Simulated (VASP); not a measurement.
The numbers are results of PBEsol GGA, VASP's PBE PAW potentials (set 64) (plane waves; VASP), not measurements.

The input files of a VASP run:

### KPOINTS
```
Automatic mesh
0
Gamma
6 6 6
0 0 0
```

File POSCAR:
```
KCdF3
1.0
  4.3820900000   0.0000000000   0.0000000000
  0.0000000000   4.3820900000   0.0000000000
  0.0000000000   0.0000000000   4.3820900000
K Cd F
1 1 3
Cartesian
  0.0000000000   0.0000000000   0.0000000000
  2.1910450000   2.1910450000   2.1910450000
  0.0000000000   2.1910450000   2.1910450000
  2.1910450000   0.0000000000   2.1910450000
  2.1910450000   2.1910450000   0.0000000000
```

**INCAR**
```
! general
SYSTEM =KCdF3
PREC   =Accurate
ENCUT  =400   ! plane-wave cut-off (eV)
LREAL  =.FALSE.
LASPH  =.TRUE.

! electronic loop
EDIFF  =1E-6
NELM   =100   ! most electronic steps
ALGO   =Normal   ! blocked Davidson
LMAXMIX=4

! smearing
ISMEAR =-1
SIGMA  =0.05

! functional
GGA    =PS   ! PBEsol

! ions
ISIF   =2

! output
LWAVE  =.FALSE.
LCHARG =.FALSE.
```

POTCAR, in this order: K_sv Cd F (PBE.64 set). Program: vasp_std.

What VASP printed:

File OSZICAR:
```
       N       E                     dE             d eps       ncg     rms          rms(c)
DAV:   1     0.316840785281E+03    0.31684E+03   -0.20458E+04  1000   0.135E+03
DAV:   2    -0.509936197198E+01   -0.32194E+03   -0.31698E+03  1186   0.389E+02
DAV:   3    -0.219939990661E+02   -0.16895E+02   -0.16854E+02  1237   0.965E+01
DAV:   4    -0.223630852626E+02   -0.36909E+00   -0.36886E+00  1647   0.111E+01
DAV:   5    -0.223647591443E+02   -0.16739E-02   -0.16737E-02  1243   0.759E-01    0.131E+01
DAV:   6    -0.202423459703E+02    0.21224E+01   -0.85533E+00  1365   0.352E+01    0.988E+00
DAV:   7    -0.202281875855E+02    0.14158E-01   -0.80540E-01  1057   0.699E+00    0.607E+00
DAV:   8    -0.202046578837E+02    0.23530E-01   -0.24844E-01  1139   0.403E+00    0.887E-01
DAV:   9    -0.201915375576E+02    0.13120E-01   -0.67546E-02  1190   0.207E+00    0.152E-01
DAV:  10    -0.201923689554E+02   -0.83140E-03   -0.41632E-03  1187   0.624E-01    0.130E-01
DAV:  11    -0.201925193100E+02   -0.15035E-03   -0.19197E-04  1358   0.132E-01    0.919E-02
DAV:  12    -0.201925412884E+02   -0.21978E-04   -0.30758E-04  1034   0.141E-01    0.260E-02
DAV:  13    -0.201925441539E+02   -0.28655E-05   -0.10712E-05  1248   0.253E-02    0.450E-03
DAV:  14    -0.201925440097E+02    0.14413E-06   -0.25066E-07   760   0.420E-03
   1 F= -.20192544E+02 E0= -.20192544E+02  d E =-.424063E-10
```

### OUTCAR
```
------------------------ aborting loop because EDIFF is reached ----------------------------------------
  FORCE on cell =-STRESS in cart. coord.  units (eV):
  Direction    XX          YY          ZZ          XY          YZ          ZX
  --------------------------------------------------------------------------------------
  Total       -3.2006625     -3.2006625     -3.2006625     -0.0000000     -0.0000000      0.0000000
  in kB      -60.9405809    -60.9405809    -60.9405809     -0.0000000     -0.0000000      0.0000000
  external PRESSURE =     -60.9405809 kB  Pullay stress =       0.0000000 kB
  volume of cell :       84.15
      direct lattice vectors                 reciprocal lattice vectors
     4.382090000  0.000000000  0.000000000     0.228201612  0.000000000  0.000000000
     0.000000000  4.382090000  0.000000000     0.000000000  0.228201612  0.000000000
     0.000000000  0.000000000  4.382090000     0.000000000  0.000000000  0.228201612
 POSITION                                       TOTAL-FORCE (eV/Angst)
 -----------------------------------------------------------------------------------
      0.00000      0.00000      0.00000         0.000000      0.000000      0.000000
      2.19104      2.19104      2.19104         0.000000      0.000000      0.000000
      0.00000      2.19104      2.19104         0.000000      0.000000      0.000000
      2.19104      0.00000      2.19104         0.000000      0.000000      0.000000
      2.19104      2.19104      0.00000         0.000000      0.000000      0.000000
 -----------------------------------------------------------------------------------
    total drift:                                0.000000      0.000000     -0.000000
  FREE ENERGIE OF THE ION-ELECTRON SYSTEM (eV)
  ---------------------------------------------------
  free  energy   TOTEN  =       -20.1925440097 eV

  energy  without entropy=      -20.1925440097  energy(sigma->0) =      -20.19254401
```
(Selected blocks of OUTCAR.)

At this cut-off the stress carries a Pulay error, which pulls relaxed volumes low.

The structure comes from a computed database's KCdF3 entry (Pm-3m); how it stands against other phases isn't given here. The cell was not relaxed at this level.
